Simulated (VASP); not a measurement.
Method: r2SCAN meta-GGA, VASP's PBE PAW potentials (set 64) (plane waves; VASP).

Input for VASP

File KPOINTS:
```
K-points
0
gamma
 8 8 8
```

File POSCAR:
```
Ni3Al
1
    3.5234301114     0.0000000000     0.0000000000
    0.0000000000     3.5234301114     0.0000000000
    0.0000000000     0.0000000000     3.5234301114
Al Ni
1 3
Direct
  0.0000000000   0.0000000000   0.0000000000
  0.0000000000   0.5000000000   0.5000000000
  0.5000000000   0.0000000000   0.5000000000
  0.5000000000   0.5000000000   0.0000000000
```

**INCAR**
```
ALGO  =  Normal
EDIFF  =  1E-7
EDIFFG  =  -0.01
ENCUT  =  480
IBRION  =  2
ISIF  =  3
ISMEAR  =  1
ISPIN  =  2
LASPH  =  .TRUE.
LCHARG  =  .FALSE.
LMAXMIX  =  4
LMIXTAU  =  .TRUE.
LORBIT  =  10
LREAL  =  .FALSE.
LWAVE  =  .FALSE.
MAGMOM  =  -0.0 3*0.3
METAGGA  =  R2SCAN
NELM  =  100
NSW  =  40
PREC  =  Accurate
PSTRESS  =  20
SIGMA  =  0.1
SYSTEM  =  Ni3Al
```

POTCAR, in this order: Al Ni (PBE.64 set). Program: vasp_std.

Task: Predict the energy per atom (σ→0), cell moment, volume per atom, band gap (on the k-mesh).

Result: 
```
Item                                                        Result
------------------------  ----------------------------------------
energy per atom (σ→0)                              -11.074 eV/atom
cell moment                                                0.83 μB
band gap (on the k-mesh)  none (metal, semimetal or under 0.01 eV)
volume per atom                                      10.86 Å³/atom
```

OSZICAR:
```
...
DAV:   5    -0.442970810009E+02    0.97758E-04   -0.15202E-04  3564   0.143E-01    0.398E-02
DAV:   6    -0.442970849267E+02   -0.39258E-05   -0.43129E-05  3408   0.884E-02    0.165E-02
DAV:   7    -0.442970943355E+02   -0.94088E-05   -0.97831E-06  2836   0.435E-02    0.850E-03
DAV:   8    -0.442970985907E+02   -0.42552E-05   -0.15802E-06  3280   0.153E-02    0.213E-03
DAV:   9    -0.442970989861E+02   -0.39538E-06   -0.11763E-07  1632   0.373E-03    0.832E-04
DAV:  10    -0.442970990942E+02   -0.10814E-06   -0.30651E-08  1424   0.209E-03    0.270E-04
DAV:  11    -0.442970991237E+02   -0.29435E-07   -0.84784E-09  1424   0.115E-03
   3 F= -.43755003E+02 E0= -.43755212E+02  d E =-.148645E-02  mag=     0.8344
```

The compound is Ni3Al in the L1_2 structure. This run relaxes it under an external pressure of 2 GPa. Symmetry was kept, so distortions that lower it aren't found.
